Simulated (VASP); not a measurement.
**AlH3: single point with PBE**

The system is AlH3.

```
Al H
1.0
     4.84977    0.15819   -0.24057
    -1.11869    3.89426   -0.52110
    -0.15747    0.27250    3.88261
Al H
2 6
Cartesian
  0.3498 2.4243 0.6789
  2.5121 3.0575 2.6283
  0.4251 1.3358 2.7165
  2.3305 0.9971 3.5919
  3.7908 1.2417 2.2123
  0.3329 0.2432 0.3832
  1.7712 0.8661 2.1485
  3.9568 0.2601 1.0699
```

The cell was built by a generator and needn't be a form met in nature.

- Program: VASP 6.6.1
- Task: single point
- Functional: PBE
- Potentials or basis: VASP PAW PBE potentials, release 64 (Al, H)
- Cutoff: 520 eV
- k mesh: 4 × 5 × 5
- Occupations: methfessel-paxton, width 0.0119 eV
- Spin: no spin polarisation
- Dipole correction: no
- Further INCAR settings: ALGO = Normal; EDIFF = 1e-06; NBANDS = 16

```json
{"Pressure": "-13.1 GPa", "Largest force": "1.191 eV/Å", "Band gap on the k mesh": "none (metal or under the smearing width)"}
```

Forces in eV/Å, atoms in the order of the input:
```
Al   0.301 -0.199  0.013
Al  -0.225  0.166  0.105
H    0.246  0.070 -0.395
H    0.480 -0.014 -0.364
H    0.539 -0.224 -0.847
H   -0.361 -0.127  0.215
H   -1.019  0.039  0.616
H    0.039  0.290  0.657
```

Stress tensor (GPa, compression positive):
```
-10.11   2.26   2.98
  2.26 -15.24  -1.08
  2.98  -1.08 -13.83
```

Levels at points of the mesh, in eV from the Fermi level:
```tsv
k point	band 2	band 3	band 4	band 5	band 6	band 7	band 8	band 9	band 10	band 11
(0.00, 0.00, 0.00)	-4.50	-3.81	-2.63	-1.14	-0.51	1.00	1.69	2.27	3.48	5.25
(0.50, 0.00, 0.00)	-8.30	-2.50	-1.58	-0.24	-0.01	0.39	2.44	3.21	3.85	4.21
```

Run time: 24 s on 1 thread of Intel(R) Xeon(R) Platinum 8488C (Sapphire Rapids) (shared host), peak memory 0.2 GiB.
